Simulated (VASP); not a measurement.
Input:

```xyz
2
Lattice="3.4160 0.0000 0.0000 0.0000 3.4160 0.0000 0.0000 0.0000 3.4160" Properties=species:S:1:pos:R:3 pbc="T T T"
Bi     0.0000     0.0000     0.0000
P      1.7080     1.7080     1.7080
```

Level of theory: PBE GGA, VASP's PBE PAW potentials (set 64) (plane waves; VASP 6.6.1). Run with 300 eV cut-off, 5×5×5 Γ-centred mesh, Gaussian smearing of 0.20 eV, potentials Bi_d P.

At this cut-off the stress carries a Pulay error, which pulls relaxed volumes low.

**Question.** Give the stress tensor in GPa (positive for a compressed cell).

**Answer.** 
```
14.74   0.00   0.00
 0.00  14.74   0.00
 0.00   0.00  14.74
```
The pressure is its mean diagonal, 14.74 GPa.

The structure was generated: BiP was put into an ordered model structure, which need not be its known phase. The cell was not relaxed at this level. The k-mesh is coarse (spacing up to 0.37 per Å, 2π included), so the numbers may not be converged in it.
